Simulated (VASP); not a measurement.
An input for Quantum ESPRESSO's pw.x (written as the equivalent of a VASP run, and not itself run):

```
&CONTROL
  calculation = 'scf'
  pseudo_dir = './pseudo'
  outdir = './out'
  tprnfor = .true.
  tstress = .true.
/
&SYSTEM
  ibrav = 0
  nat = 1
  ntyp = 1
  ecutwfc = 80
  occupations = 'tetrahedra'
  input_dft = 'vdw-df2-b86r'
/
&ELECTRONS
  conv_thr = 7.3e-09
  electron_maxstep = 100
/
ATOMIC_SPECIES
  Mo 95.950 Mo.upf
CELL_PARAMETERS angstrom
    -1.5750000    1.5750000    1.5750000
     1.5750000   -1.5750000    1.5750000
     1.5750000    1.5750000   -1.5750000
ATOMIC_POSITIONS crystal
  Mo   0.0000000  0.0000000  0.0000000
K_POINTS automatic
  18 18 18 0 0 0
```

Translate this input to VASP (INCAR, KPOINTS, POSCAR, choice of POTCAR).

One answer among several that fit: 
**INCAR**
```
LCHARG = T
EDIFF = 1E-7   ! SCF stop (eV)
ZAB_VDW = -1.8867
AGGAC = 0.0
ALGO = Normal   ! blocked Davidson
LUSE_VDW = T
PARAM2 = 0.7114
LORBIT = 11   ! lm-projected
PREC = Accurate
LWAVE = F
SYSTEM = Mo
NEDOS = 601
NELM = 100   ! most electronic steps
LREAL = F
ENCUT = 520
ISMEAR = -5
ISIF = 2
GGA = MK
LMAXMIX = 4
LASPH = T   ! aspherical one-centre terms
PARAM1 = 0.1234568
```

**KPOINTS**
```
K-points
0
gamma
 18 18 18
```

**POSCAR**
```
Mo
1
   -1.5750000000     1.5750000000     1.5750000000
    1.5750000000    -1.5750000000     1.5750000000
    1.5750000000     1.5750000000    -1.5750000000
Mo
1
Direct
  0.0000000000   0.0000000000   0.0000000000
```

POTCAR, in this order: Mo_sv (PBE.64 set). Program: vasp_std.

What does not carry over: the potentials are each code's own (VASP's PAW set, PseudoDojo norm-conserving files in pw.x), so ENCUT and ecutwfc are chosen apart and not converted; conv_thr bounds pw.x's estimated SCF error, while EDIFF bounds the energy change between steps.

The compound is Mo in the bcc structure. The cell was not relaxed at this level.
